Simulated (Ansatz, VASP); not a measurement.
## TaN in two plane-wave programs

Wanted: the spread between two codes on one cell, functional and k mesh. The structure shown is the end of the Ansatz relaxation below.

Calculated with Ansatz 0.2.0; plane waves, with VASP 6.6.1 beside it; single point at PBEsol.

### 1. Set-up

Symmetry: Immm, No. 71, orthorhombic system. The conventional cell has a = 2.970 Å, b = 3.192 Å, c = 4.375 Å, α = 90.00°, β = 90.00°, γ = 90.00°. N has 6 Ta at 2.18 to 2.19 Å nearest. Nearest to Ta lie 6 N at 2.18 to 2.19 Å. Farther neighbours and most contacts between anions are not listed.

Structure file:

```
N Ta
1.0
    -0.07869    2.17859    2.18769
     2.17859   -0.07869    2.18769
     2.09990    2.09990    0.00000
N Ta
1 1
Direct
  0.00000 0.00000 0.00000
  0.50000 0.50000 0.50000
```

### 2. Ansatz: relaxation, PBEsol

Ansatz runs on its PAW soft_1 files.

This run makes the geometry at which the two programs are then compared.

The input, input.yaml:

```yaml
crystal:
  lattice:
    - [-0.0698404687, 2.1697384444, 2.1877759959]
    - [2.1697384444, -0.0698404687, 2.1877759959]
    - [2.0998979758, 2.0998979758, 0.0]
  atoms:
    - { symbol: "N", position: [0.0, 0.0, 0.0] }
    - { symbol: Ta, position: [0.5, 0.5, 0.5] }
  conventional_axes: [[0, 0, 1], [1, -1, 0], [1, 1, -1]]
kpoints:
  mp_grid: { grid: [16, 16, 16] }
hamiltonian:
  xc: pbesol
  pseudopotentials: { kind: paw, azcp: { folder: soft_1 }, xc_functional: pbe }
scf:
  occupations: { method: methfessel_paxton, width: 0.2 }
output:
  forces: true
  stress: true
  eigenvalues: true
relax:
  adjacent_minimum: "off"
  f_tol: 0.001
  max_steps: 60
  cell: { stress_tol: 0.01, fix: [a, angles] }
```

The run is started by

```console
ansatz run input.yaml --threads 4 --pin off --max-ram 10240MiB --backend cpu --events-out ev --progress --plain --runs-dir out
```

Numbers of over 12 decimals in the logs are rounded to 6 here.

Log:

```text
Engine: ansatz 0.2.0, aarch64-unknown-linux-gnu
Pseudopotentials: kind: paw
Pseudopotential: N, paw, valence charge 5, recommended cutoff 420 eV (normal), soft_1/N.paw.azcp
Pseudopotential: Ta, paw, valence charge 13, recommended cutoff 420 eV (normal), soft_1/Ta.paw.azcp
Functional definition: PBEsol
  exchange = pbesol_x
  correlation = pbesol_c
Crystal: 2 atoms, lattice volume = 20.578 Å³
Basis set: ecut = 420 eV, 403 PW (Γ), exchange–correlation on 48×48×40 points (8 copies of the dense FFT grid, shifted against one another)
Bands: 13, of which v1, the nominal top of the filled ones, is band 9 counted from 1 (8 counted from 0)
Symmetry: 8 space group operations
Space group: Immm (ITA 71), of the structure as read, at distance tolerance 2.7e-5 Å
k-points: 621 of 4096
Non-local potential: N, projectors of the file, l = 0: 2, l = 1: 2, l = 2: 1
Non-local potential: Ta, projectors of the file, l = 0: 3, l = 1: 2, l = 2: 2, l = 3: 1
PAW form: soft (Blöchl's): semilocal exchange-correlation on the pseudo side does not see the compensation charge
PAW frozen core: N, regenerated for the run's functional, and the local potential with it (the file was generated under x = pbe(κ = 0.804, μ = 0.219515), c = pbe(β = 0.066725))
PAW frozen core: Ta, regenerated for the run's functional, and the local potential with it (the file was generated under x = pbe(κ = 0.804, μ = 0.219515), c = pbe(β = 0.066725))
PAW one-centre angular grid: N, 110 points (default); XC on 64 Gauss nodes
PAW one-centre angular grid: Ta, 590 points (default); XC on 64 Gauss nodes
Initial density: superposition of atomic densities (chi_scale 0.1, normalization cell, long waves kept (reshape's long-wave potential 0.00 eV rms))
Initial wavefunctions: pseudopotential atomic-orbital guess
Functional: x = pbesol(κ = 0.804, μ = 0.123457), c = pbesol(β = 0.046)
SCF iter   1: F=—  HF=-10188.052474 eV  |F-HF|=—  |Δ(HF+E_count)|=         —  Δρ=5.02e-2  dr2=5.12e-1  ethr=3.10e-3  ⟨swp⟩=5.0  Hψ=86247  notcnv=0
automatic band count: the SCF goes on with 17 bands, as 13 were too few: the levels above may hold too much charge
preconditioner: auto → none  [metal: Δε(μ)=0.019 eV  Ē_g=16.213 eV  σ=0.200 eV  W_gap=0.08  n_scr=8 (ndim 8)  ℏωp=25.9 eV  f_vac=0.000  D(μ)=0.82/eV (n_scr^D=8)  sad-step TF]
SCF iter   2: F=—  HF=-10188.019337 eV  |F-HF|=—  |Δ(HF+E_count)|=   3.31e-2  S|Δr|=    0.00e0  Δρ=3.57e-2  dr2=2.93e-1  ethr=2.84e-3  ⟨swp⟩=1.0  Hψ=15525  notcnv=0  defer=1
SCF iter   3: F=—  HF=-10187.951933 eV  |F-HF|=—  |Δ(HF+E_count)|=   6.74e-2  S|Δr|=    0.00e0  Δρ=3.06e-3  dr2=4.66e-4  ethr=1.63e-3  ⟨swp⟩=2.5  Hψ=14200  notcnv=0  defer=1
SCF iter   4: F=—  HF=-10187.952229 eV  |F-HF|=—  |Δ(HF+E_count)|=   2.96e-4  S|Δr|=    0.00e0  Δρ=6.07e-4  dr2=8.72e-5  ethr=2.59e-6  ⟨swp⟩=2.7  Hψ=19524  notcnv=0  defer=859
SCF iter   5: F=—  HF=-10187.952208 eV  |F-HF|=—  |Δ(HF+E_count)|=   2.08e-5  S|Δr|=    0.00e0  Δρ=7.20e-5  dr2=9.89e-7  ethr=4.84e-7  ⟨swp⟩=2.2  Hψ=11563  notcnv=0  defer=960
SCF iter   6: F=-10187.952208 eV  HF=-10187.952208 eV  |F-HF|=1.75e-9  |Δ(HF+E_count)|=   2.54e-7  S|Δr|=    0.00e0  Δρ=1.31e-5  dr2=9.17e-9  ethr=5.56e-10  ⟨swp⟩=8.5  Hψ=49153  notcnv=0
SCF 1 converged in 6 iterations: F = -10187.952208 eV  dr2 = 9.17e-9
  greatest PAW one-centre occupation: 0.999 electrons in one spin orbital (limit 2), on the Ta atom at site 1 (counted from 0), in its partial waves of l = 0
relax step   1: F+E_penalty+E_count = -10187.95220796 eV  Δ(F+E_penalty+E_count) = +0.000e0 eV  max|allowed force component| = 1.676e-30 eV/Å  Δτ_max = 0.0000 Å  P = +6.513 GPa  Ω = 20.578 Å³  fix = [a, alpha, beta, gamma]  reactions: a +13.921 GPa  (6 SCF iters, dr2 threshold 1.00e-7 eV, accepted)
[...]
relax step   4: F+E_penalty+E_count = -10187.95402012 eV  Δ(F+E_penalty+E_count) = -1.981e-5 eV  max|allowed force component| = 1.578e-30 eV/Å  Δτ_max = 0.0000 Å  P = +3.553 GPa  Ω = 20.737 Å³  energy of the carried Pulay correction = -3.101e-4 eV  fix = [a, alpha, beta, gamma]  reactions: a +10.644 GPa  (3 SCF iters, dr2 threshold 2.00e-7 eV, accepted)
[...]
relax step   5: F+E_penalty+E_count = -10187.95435832 eV  Δ(F+E_penalty+E_count) = -3.382e-4 eV  max|allowed force component| = 1.775e-30 eV/Å  Δτ_max = 0.0000 Å  P = +3.579 GPa  Ω = 20.737 Å³  fix = [a, alpha, beta, gamma]  reactions: a +10.658 GPa  stress off target by 5.55e-2 GPa on what of the cell is left free  SCF on the basis re-selected at this cell (its energy is not comparable with the rows above)  (5 SCF iters)
[...]
relax step   6: F+E_penalty+E_count = -10187.95435444 eV  Δ(F+E_penalty+E_count) = +3.871e-6 eV  max|allowed force component| = 3.353e-30 eV/Å  Δτ_max = 0.0000 Å  P = +3.539 GPa  Ω = 20.740 Å³  energy of the carried Pulay correction = -4.245e-6 eV  fix = [a, alpha, beta, gamma]  reactions: a +10.616 GPa  (3 SCF iters, dr2 threshold 7.69e-9 eV, accepted)
[...]
relax step   7: F+E_penalty+E_count = -10187.95435766 eV  Δ(F+E_penalty+E_count) = -3.214e-6 eV  max|allowed force component| = 1.282e-30 eV/Å  Δτ_max = 0.0000 Å  P = +3.539 GPa  Ω = 20.740 Å³  fix = [a, alpha, beta, gamma]  reactions: a +10.616 GPa  stress off target by 9.67e-4 GPa on what of the cell is left free  SCF on the basis re-selected at this cell (its energy is not comparable with the rows above)  (4 SCF iters)
basis re-selected at this cell: Δ(F+E_penalty+E_count) = -3.214e-6 eV, ΔP = -0.000 GPa vs the last step (what re-selecting the basis moved, of the pressure what is left beyond the Pulay correction that the steps carried, after the strain that the cell walked since its last selection, with what the two solves' SCF thresholds leave and, on support functions, any second-order correction that the steps lacked; it is no m [...]
SCF converged after 4 iterations
Stability not checked: this state was not tested for a lower state beside it, because cold or Methfessel-Paxton smearing, or corrected tetrahedra, fill the levels in a way that the test cannot read (fill_not_monotonic; see scf.lower_state_search)
Free energy (F): -10187.954358 eV
Harris-Foulkes:  -10187.954358 eV  (|F-HF|=3.64e-12)
Internal energy: -10187.953270 eV  (E = F + TS)
E sigma→0 (E₀):  -10187.954086 eV
Entropy (-TS):   -0.001088 eV (-0.544 meV/atom)
Fermi energy:    21.953425 eV
--- Per-component energies (eV) ---
  E_band       = -39.043378
  E_kinetic    = 526.431600
  E_local      = -553.302835  (includes V_loc(G=0)·N_el)
  E_nonlocal   = 26.564615
  E_hartree    = 198.841770
  E_xc         = -379.629024
  E_vxc        = -311.036216  (∫ρ·V_xc dr)
  E_paw        = -8304.795190  (= ΣΔE_a)
  E_vpaw       = -125.384988  (= ΣTr[D̂ρ^β])
  E_aug_tail   = 0.000903  (compensation charges beyond the density's cutoff)
  E_ewald      = -1702.306921
  E_core_change = 0.241812  (= ΣΔE_core)
  E_smearing   = -0.001088  (= −TS)
  E_closure    = 0.000000  (closes the sum)
  Σ components = -10187.954358   (vs F -10187.954358, Δ=0.00e0)
--- Forces (eV/Å), atoms counted from 1 ---
  atom   1  N      0.00000000     0.00000000    -0.00000000
  atom   2  Ta     0.00000000     0.00000000    -0.00000000
  max |Σ_I F_I| component: 3.75e-30 eV/Å
--- Stress (GPa, compression-positive) ---
        5.308621       5.307654       0.000000
        5.307654       5.308621       0.000000
        0.000000       0.000000       0.000051
  P = ⅓ Tr σ = 3.5391 GPa (35.391 kbar)
--- Band table (eV; the first three rows and the last of 621) ---
  k-point 0: bands = [... 5 lower, 17.9575, 18.1000, 18.3861, 19.2581, 19.6234, 20.4495, 22.0545, 22.1566, ... 4 higher]
  k-point 1: bands = [... 5 lower, 17.5679, 17.7236, 17.9366, 19.4431, 19.7944, 20.5569, 22.4782, 22.5817, ... 4 higher]
  k-point 2: bands = [... 5 lower, 16.7658, 16.7847, 17.1290, 19.8485, 20.1818, 20.7576, 23.4821, 23.6075, ... 4 higher]
  k-point 620: bands = [... 5 lower, 15.2941, 16.3351, 17.0655, 17.6877, 24.2521, 25.7272, 25.7484, 26.8364, ... 4 higher]
--- Relaxed structure (5 steps of the walk, 5 accepted, 2 SCFs on fresh bases) ---
  F+E_penalty+E_count = -10187.95435766 eV   max|allowed force component| = 1.282e-30 eV/Å   (the final SCF, on the basis selected at the relaxed cell)
  cell:  # Å, volume = 20.7395 Å³
    - [-0.078690, 2.178588, 2.187691]
    - [2.178588, -0.078690, 2.187691]
    - [2.0998979758, 2.0998979758, 4.799151275927547e-11]
  atoms:
    - { symbol: N, position: [0, 0, 0] }
    - { symbol: Ta, position: [0.5, 0.5, 0.500000] }
```

Reading the cycles: dr2 is the Hartree energy of the density residual (eV), the measure of convergence; HF is the Harris–Foulkes estimate of the energy, which meets the free energy F at convergence.

### 3. VASP: single point, PBEsol, pair 1

The same cell, functional, mesh and smearing now go to VASP, with its own data sets.

Lines of VASP's logs that name or quote its potential files are left out, and so is its time.

The input, INCAR:

```
SYSTEM = TaN
PREC = Accurate
ENCUT = 600
EDIFF = 1E-06
NELM = 120
ISMEAR = 1
SIGMA = 0.2
LREAL = .FALSE.
ALGO = Normal
GGA = PS
NBANDS = 14
LASPH = .TRUE.
LORBIT = 11
LWAVE = .FALSE.
LCHARG = .FALSE.
ISIF = 2
GGA_COMPAT = .FALSE.
KPAR = 2
```

The input, POSCAR:

```
TaN
1.0
   -0.0786901504      2.1785881262      2.1876905304
    2.1785881262     -0.0786901504      2.1876905304
    2.0998979758      2.0998979758      0.0000000000
N Ta
1 1
Direct
    0.0000000000      0.0000000000      0.0000000000
    0.5000000000      0.5000000000      0.5000000000
```

The input, KPOINTS:

```
Automatic mesh
0
Gamma
16 16 16
0 0 0
```

The projector-augmented-wave data sets are N and Ta_pv (PBE family, release 64).

The run is started by

```console
mpirun -np 2 vasp_std
```

Log:

```text
[banner, memory and clock lines left out]
running    2 mpi-ranks, on    1 nodes
 distrk:  each k-point on    1 cores,    2 groups
 distr:  one band on    1 cores,    1 groups

 POSCAR found type information on POSCAR N Ta
 POSCAR found :  2 types and       2 ions
|                                                                             |
|               ----> ADVICE to this user running VASP <----                  |
|                                                                             |
|     You enforced a specific xc type in the INCAR file but a different       |
|     [... a line on the potential file left out ...]
|     I HOPE YOU KNOW WHAT YOU ARE DOING!                                     |
|                                                                             |

 LDA part: xc-table for (Slater+PW92), standard interpolation
 POSCAR, INCAR and KPOINTS ok, starting setup
 FFT: planning ... GRIDC
 FFT: planning ... GRID_SOFT
 FFT: planning ... GRID
 WAVECAR not read
 entering main loop
       N       E                     dE             d eps       ncg     rms          rms(c)
DAV:   1     0.978705750111E+02    0.97871E+02   -0.97222E+03 17396   0.135E+03
DAV:   2    -0.225914377169E+02   -0.12046E+03   -0.11341E+03 21330   0.344E+02
DAV:   3    -0.259598887563E+02   -0.33685E+01   -0.33252E+01 20252   0.547E+01
DAV:   4    -0.259777672851E+02   -0.17879E-01   -0.17865E-01 20384   0.406E+00
DAV:   5    -0.259778820506E+02   -0.11477E-03   -0.11476E-03 20126   0.303E-01    0.255E+01
DAV:   6    -0.233026190471E+02    0.26753E+01   -0.56697E+00 20836   0.278E+01    0.107E+01
DAV:   7    -0.232228214171E+02    0.79798E-01   -0.38843E-01 21624   0.605E+00    0.730E+00
DAV:   8    -0.231890154886E+02    0.33806E-01   -0.13219E-01 21042   0.337E+00    0.156E+00
DAV:   9    -0.231844328858E+02    0.45826E-02   -0.12908E-02 19548   0.102E+00    0.340E-01
DAV:  10    -0.231843090947E+02    0.12379E-03   -0.51894E-04 23754   0.288E-01    0.119E-01
DAV:  11    -0.231842735497E+02    0.35545E-04   -0.62853E-05 19850   0.862E-02    0.177E-02
DAV:  12    -0.231842735094E+02    0.40355E-07   -0.37039E-06 22538   0.203E-02
   1 F= -.23184274E+02 E0= -.23183897E+02  d E =-.113027E-02
```

Parts of OUTCAR (step 3):

```text
ion  position               nearest neighbor table
   1  0.000  0.000  0.000-   2 2.18   2 2.18   2 2.18   2 2.18   2 2.19   2 2.19
   2  0.500  0.500  0.500-   1 2.18   1 2.18   1 2.18   1 2.18   1 2.19   1 2.19

  LATTYP: Found a body centered orthorhombic cell.
 ALAT       =     2.9697041970
 B/A-ratio  =     1.0749466415
 C/A-ratio  =     1.4733390165

 Subroutine GETGRP returns: Found  8 space group operations
 (whereof  8 operations were pure point group operations)

The static configuration has the point symmetry D_2h.

 Found    621 irreducible k-points:

   k-points           NKPTS =    621   k-points in BZ     NKDIM =    621   number of bands    NBANDS=     14

   dimension x,y,z NGX =    28 NGY =   28 NGZ =   24
   dimension x,y,z NGXF=    56 NGYF=   56 NGZF=   48

   ENCUT  =  600.0 eV  44.10 Ry    6.64 a.u.   6.17  6.17  5.93*2*pi/ulx,y,z

   NELECT =      16.0000    total number of electrons

 k-points in reciprocal lattice and weights: Automatic mesh
   0.00000000  0.00000000  0.00000000       0.000
   0.06250000 -0.00000000  0.00000000       0.001
   0.12500000 -0.00000000  0.00000000       0.001
   0.18750000 -0.00000000  0.00000000       0.001
   0.25000000 -0.00000000  0.00000000       0.001
   0.31250000 -0.00000000  0.00000000       0.001
   0.37500000 -0.00000000  0.00000000       0.001
   0.43750000 -0.00000000  0.00000000       0.001
   0.50000000 -0.00000000  0.00000000       0.000
[...]
0.25000000  0.25000000  0.50000000       0.000
  -0.25000000  0.25000000  0.50000000       0.000

 average (electrostatic) potential at core
       1 -61.0807       2 -34.2734

 E-fermi :   9.6130

 k-point     1 :       0.0000    0.0000    0.0000
  band No.  band energies     occupation
    ...
      6       5.7770      2.00000
      7       6.0642      2.00000
      8       6.9032      2.00000
      9       7.2693      2.00000
     10       8.0943      2.00000
     11       9.6933      0.37698
     12       9.7959     -0.02779
     13      11.5545     -0.00000
     14      19.1054      0.00000

 k-point     2 :       0.0625   -0.0000    0.0000
  band No.  band energies     occupation
    ...
      6       5.3544      2.00000
      7       5.7413      2.00000
      8       7.2101      2.00000
      9       7.5403      2.00000
     10       8.2393      2.00000
     11      10.0798     -0.00470
     12      10.1816     -0.00044
     13      11.8008     -0.00000
     14      19.3662      0.00000

 k-point     3 :       0.1250   -0.0000    0.0000
  band No.  band energies     occupation
    ...
      6       4.6091      2.00000
      7       5.0646      2.00000
      8       7.6619      2.00000
      9       7.9940      2.00000
     10       8.5878      2.00000
     11      11.0332     -0.00000
     12      11.1215     -0.00000
     13      12.4604     -0.00000
     14      20.0941      0.00000

  Total        0.8425447      0.8425447      0.1470492      0.6784338      0.0000000      0.0000000
  in kB       65.0885143     65.0885143     11.3598885     52.4105728      0.0000000      0.0000000
  external PRESSURE =      47.1789723 kB  Pullay stress =       0.0000000 kB

  energy-cutoff  :      600.00
  volume of cell :       20.74
      direct lattice vectors                 reciprocal lattice vectors
    -0.078690150  2.178588126  2.187690530    -0.221505698  0.221505698  0.228551522
     2.178588126 -0.078690150  2.187690530     0.221505698 -0.221505698  0.228551522
     2.099897976  2.099897976  0.000000000     0.238106806  0.238106806 -0.228551522

 POSITION                                       TOTAL-FORCE (eV/Angst)
 -----------------------------------------------------------------------------------
      0.00000      0.00000      0.00000         0.000000     -0.000000      0.000000
      2.09990      2.09990      2.18769        -0.000000      0.000000     -0.000000
 -----------------------------------------------------------------------------------
    total drift:                                0.000000      0.000000      0.000000

  FREE ENERGIE OF THE ION-ELECTRON SYSTEM (eV)
  ---------------------------------------------------
  free  energy   TOTEN  =       -23.1842735094 eV

  energy  without entropy=      -23.1831432351  energy(sigma->0) =      -23.18389675

 total charge
# of ion       s       p       d       tot
------------------------------------------
    1        1.221   2.537   0.000   3.758
    2        0.282   6.237   2.492   9.012
--------------------------------------------------
tot          1.503   8.774   2.492  12.770

[... 3 further parts left out ...]
```

The run ends at a pressure of 4.72 GPa.

### 4. Side by side

Known differences besides the potentials themselves: the data sets hold 18 valence electrons in Ansatz (on its PAW soft_1 files) and 16 in VASP; the cutoff is 420 eV in Ansatz and 600 eV in VASP; Ansatz makes its cores anew for this functional, VASP keeps those of its PBE data sets; Ansatz's pressure holds a Pulay correction, VASP's none. Total energies have different zeros and are not compared.

Both answers:

```tsv
quantity	Ansatz	VASP	difference
pressure (GPa)	3.54	4.72	-1.18
```

### 5. Further runs

Further runs change the set-up of one program: Ansatz's method, potentials or start, or VASP's data sets, cutoff or form of LDA. The table gives that difference for each run.

```tsv
run	pressure (GPa)
as above	-1.2
VASP with the data sets N and Ta_sv_GW	-0.35
```

### 6. Ansatz: relaxation, PBEsol

This run makes the geometry at which the two programs are then compared. The cell compared in this pair holds 21.01 Å³, against 20.74 Å³ for the pair before.

The structure compared here is the end of the Ansatz relaxation.

input.yaml: that of step 2 with these lines changed.

```diff
@@ -2,5 +2,5 @@
   lattice:
-    - [-0.0698404687, 2.1697384444, 2.1877759959]
-    - [2.1697384444, -0.0698404687, 2.1877759959]
-    - [2.0998979758, 2.0998979758, 0.0]
+    - [0.0302022821, 2.200939317, 2.1859516457]
+    - [2.200939317, 0.0302022821, 2.1859516457]
+    - [2.231141599, 2.231141599, 0.0]
   atoms:
```

The run is started by

```console
ansatz run input.yaml --threads 4 --pin off --max-ram 10240MiB --backend cpu --events-out ev --progress --plain --runs-dir out
```

Log:

```text
[...]
Crystal: 2 atoms, lattice volume = 21.174 Å³
Basis set: ecut = 420 eV, 411 PW (Γ), exchange–correlation on 48×48×48 points (8 copies of the dense FFT grid, shifted against one another)
Bands: 13, of which v1, the nominal top of the filled ones, is band 9 counted from 1 (8 counted from 0)
Symmetry: 8 space group operations
[...]
k-points: 621 of 4096
[...]
k-point 620: bands = [... 5 lower, 15.0756, 16.1167, 16.8923, 17.1837, 23.8615, 25.3504, 25.3520, 26.4004, ... 4 higher]
--- Relaxed structure (5 steps of the walk, 5 accepted, 2 SCFs on fresh bases) ---
[...]
cell:  # Å, volume = 21.0123 Å³
    - [0.037349, 2.193793, 2.183626]
    - [2.193793, 0.037349, 2.183626]
    - [2.231142, 2.231142, -5.103360183908247e-11]
  atoms:
    - { symbol: N, position: [0, 0, 0] }
    - { symbol: Ta, position: [0.500000, 0.500000, 0.500000] }
[key lines of the parts left out:]
SCF converged after 3 iterations
Free energy (F): -10187.975381 eV
Fermi energy:    21.678735 eV
P = ⅓ Tr σ = -1.3233 GPa (-13.233 kbar)
```

[end of part 1 of 2]

[Lines on the potential files, build, host, timing and source positions are cut from VASP's logs without a mark.]

[Logs are printed without paths, hosts, clocks, repeated set-up lines and the standing remarks that a program may print on its own settings, such as how far it seeks lower states.]

[Hosts, paths, dates, database ids (printed as entryN), source tags and the programs' standing remarks are cut or masked in the printed files.]
